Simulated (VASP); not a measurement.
All values below come from revPBE GGA, VASP's PBE PAW potentials (set 64) (plane waves; VASP 6.6.1).

VASP input:

**INCAR**
```
SYSTEM  =  Cs
PREC  =  Accurate; ENCUT  =  520; LREAL  =  .False.
LASPH  =  .True.
EDIFF  =  1E-7; NELM  =  100; ALGO  =  Normal
LMAXMIX  =  4
ISMEAR  =  1; SIGMA  =  0.1
GGA  =  RE
ISIF  =  2
LWAVE  =  .False.; LCHARG  =  .False.
```

KPOINTS:
```
Automatic mesh
0
Gamma
8 8 8
0 0 0
```

File POSCAR:
```
Cs
1
   -3.2470496461     3.2470496461     3.2470496461
    3.2470496461    -3.2470496461     3.2470496461
    3.2470496461     3.2470496461    -3.2470496461
Cs
1
Direct
  0.0000000000   0.0000000000   0.0000000000
```

POTCAR, in this order: Cs_sv (PBE.64 set). Program: vasp_std.

Unless said otherwise, spin-orbit coupling is left out, though it shifts the bands of the heavy elements here.

Task: What does the run give for the energy per atom (σ→0), band gap (on the k-mesh)?

Result: 
* **energy per atom (σ→0)**: -0.745 eV/atom
* **band gap (on the k-mesh)**: none (metal, semimetal or under 0.01 eV)

OSZICAR:
```
...
DAV:   6    -0.741263681384E+00   -0.41145E-02   -0.19361E-03   808   0.263E-01    0.121E-01
DAV:   7    -0.745588025890E+00   -0.43243E-02   -0.84853E-03   520   0.599E-01    0.298E-02
DAV:   8    -0.745632165045E+00   -0.44139E-04   -0.14981E-04   816   0.952E-02    0.652E-03
DAV:   9    -0.745637597166E+00   -0.54321E-05   -0.76032E-06   704   0.198E-02    0.304E-03
DAV:  10    -0.745638037326E+00   -0.44016E-06   -0.26379E-06   688   0.997E-03    0.963E-04
DAV:  11    -0.745638243353E+00   -0.20603E-06   -0.79582E-07   600   0.561E-03    0.680E-04
DAV:  12    -0.745638338644E+00   -0.95291E-07   -0.81883E-08   552   0.200E-03
   1 F= -.74563834E+00 E0= -.74483732E+00  d E =-.240304E-02
```

The compound is Cs in the bcc structure. This cell is one point of a volume scan, at 1.06 of the reference volume.
